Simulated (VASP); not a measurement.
OSZICAR of a VASP run on RuAl (CsCl type):

**OSZICAR**
```
       N       E                     dE             d eps       ncg     rms          rms(c)
DAV:   1     0.114611669944E+03    0.11461E+03   -0.93679E+03  1352   0.131E+03
DAV:   2    -0.114335787023E+02   -0.12605E+03   -0.12105E+03  1440   0.346E+02
DAV:   3    -0.139421789558E+02   -0.25086E+01   -0.24085E+01  1608   0.493E+01
DAV:   4    -0.139659954190E+02   -0.23816E-01   -0.23770E-01  1552   0.495E+00
DAV:   5    -0.139664959440E+02   -0.50053E-03   -0.50050E-03  1648   0.634E-01    0.112E+01
DAV:   6    -0.134466090091E+02    0.51989E+00   -0.34011E+00  1408   0.210E+01    0.261E+00
DAV:   7    -0.133762969061E+02    0.70312E-01   -0.27513E-01  1412   0.618E+00    0.199E+00
DAV:   8    -0.133621834227E+02    0.14113E-01   -0.17376E-02  1472   0.137E+00    0.218E-01
DAV:   9    -0.133620653298E+02    0.11809E-03   -0.28009E-04  1640   0.171E-01    0.137E-01
DAV:  10    -0.133620671561E+02   -0.18264E-05   -0.33737E-05  1600   0.782E-02    0.651E-03
DAV:  11    -0.133620661322E+02    0.10239E-05   -0.15524E-06  1032   0.167E-02    0.389E-03
DAV:  12    -0.133620655145E+02    0.61772E-06   -0.98065E-08   720   0.351E-03
   1 F= -.13362066E+02 E0= -.13361622E+02  d E =-.133621E+02
```

**Question.** Which electronic solver shows in the log?

**Answer.** It is blocked Davidson (ALGO = Normal, or the opening steps of other solvers). The INCAR had ALGO = Normal.

**Question.** Can the final energy be trusted as converged?

**Answer.** The run converged. It stopped with EDIFF = 1E-6, NELM = 100, NSW = 60 and EDIFFG = -0.01 after 1 ionic step (RPBE GGA, plane waves, VASP's PBE PAW potentials (set 64)).

The compound is RuAl in the CsCl type structure. It was relaxed first. The start is the result of an earlier pass. The electron count is odd and the run is not spin-polarised, which forces a metal.
